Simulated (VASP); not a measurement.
```yaml
crystal:
  lattice:
    - [5.58651, 0.00000, 0.00000]
    - [-2.79325, 4.83806, 0.00000]
    - [0.00000, 0.00000, 4.46485]
  atoms:
    - { symbol: K, position: [0.00000, 0.00000, 0.00000] }
    - { symbol: Au, position: [0.66667, 0.33333, 0.00000] }
    - { symbol: Au, position: [0.33333, 0.66667, 0.00000] }
    - { symbol: Au, position: [0.50000, 0.00000, 0.50000] }
    - { symbol: Au, position: [0.50000, 0.50000, 0.50000] }
    - { symbol: Au, position: [0.00000, 0.50000, 0.50000] }
```

Method: LDA (Ceperley-Alder, Perdew-Zunger), VASP's LDA PAW potentials (set 64) (plane waves; VASP). Settings: 400 eV cut-off, 7×7×8 Γ-centred mesh, tetrahedra with Blöchl corrections, potentials K_sv Au.

The cores are frozen, which limits the accuracy of field gradients.

Problem. Give the principal components of the electric field gradient (V/Å²) and the asymmetry η at each nucleus.

Solution. 
```json
[
 {"atom": "K1", "Vxx": "-8.6", "Vyy": "-8.6", "Vzz": "17.3", "η": "0.00"},
 {"atom": "Au2", "Vxx": "161.1", "Vyy": "161.1", "Vzz": "-322.3", "η": "0.00"},
 {"atom": "Au3", "Vxx": "161.1", "Vyy": "161.1", "Vzz": "-322.3", "η": "0.00"},
 {"atom": "Au4", "Vxx": "-280.9", "Vyy": "-21.8", "Vzz": "302.8", "η": "0.86"},
 {"atom": "Au5", "Vxx": "-280.9", "Vyy": "-21.8", "Vzz": "302.8", "η": "0.86"},
 {"atom": "Au6", "Vxx": "-280.9", "Vyy": "-21.8", "Vzz": "302.8", "η": "0.86"}
]
```

The structure comes from a computed database's KAu5 entry (P6/mmm); how it stands against other phases isn't given here. It was relaxed first, which changed the volume by -6 %.
